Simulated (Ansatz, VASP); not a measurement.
One calculation of KAl4, two programs

Contents of INCAR:

```
SYSTEM = KAl4
ALGO = Normal
EDIFF = 1E-6
EDIFFG = -0.04
ENCUT = 600
GGA = PE
IBRION = 2
ISIF = 3
ISMEAR = 0
LASPH = .True.
LCHARG = .False.
LREAL = .False.
LWAVE = .False.
NELM = 100
NSW = 90
PREC = Accurate
SIGMA = 0.1
```

The input KPOINTS:

```
k-points
0
Gamma
  6 6 4
  0 0 0
```

The input POSCAR:

```
KAl4
1.0
    4.4858939700      0.0000000000      0.0000000000
   -2.2429469800      3.8848981300      0.0000000000
    0.0000000000      0.0000000000      5.9295443900
K Al
1 4
Direct
    0.0000000000      0.0000000000      0.0000000000
    0.3333333300      0.6666666700      0.0000000000
    0.6666666700      0.3333333300      0.0000000000
    0.3333333300      0.6666666700      0.5000000000
    0.6666666700      0.3333333300      0.5000000000
```

Input for Ansatz:

```yaml
crystal:
  lattice:
    - [4.48589397, 0.0, 0.0]
    - [-2.24294698, 3.88489813, 0.0]
    - [0.0, 0.0, 5.92954439]
  atoms:
    - { symbol: K, position: [0.0, 0.0, 0.0] }
    - { symbol: Al, position: [0.33333333, 0.66666667, 0.0] }
    - { symbol: Al, position: [0.66666667, 0.33333333, 0.0] }
    - { symbol: Al, position: [0.33333333, 0.66666667, 0.5] }
    - { symbol: Al, position: [0.66666667, 0.33333333, 0.5] }
basis:
  ecutwfc: 420
kpoints:
  mp_grid: { grid: [6, 6, 4] }
hamiltonian:
  xc: pbe
scf:
  occupations: { method: gaussian, width: 0.1 }
  lower_state_search: "off"
output:
  forces: true
  stress: true
  eigenvalues: true
relax:
  adjacent_minimum: "off"
  f_tol: 0.04
  max_steps: 70
  cell: { stress_tol: 0.4 }
```

Alike in both runs: task relaxation of cell and atoms; functional PBE; k mesh 6 × 6 × 4; occupations gaussian, width 0.1 eV; no spin polarisation.

```csv
,VASP,Ansatz
version,VASP 6.6.1,Ansatz 0.2.0
potentials or method,"VASP PAW PBE potentials, release 64 (K_sv, Al)","scalar-relativistic, plane waves, PAW"
plane-wave cutoff (eV),600,420
valence electrons in the cell,21,21
```

|  | VASP | Ansatz | Ansatz less VASP |
| --- | --- | --- | --- |
| gap on the k mesh at the Fermi level, each at its own relaxed structure (eV) | none | none | - |
| relaxed volume (Å³/atom) | 26.17 | 25.93 | -0.246 |
| relaxed cell length with the largest relative difference (Å) | 5.308 | 5.269 | -0.0384 |
| energy change over the relaxation (meV/atom) | -442 | -437 | +5.3 |

A gap of «none» marks a metal or a gap that the smearing closes.

Caveats: the volume moved by over 15 % at a fixed basis, so the end points are rough (VASP).
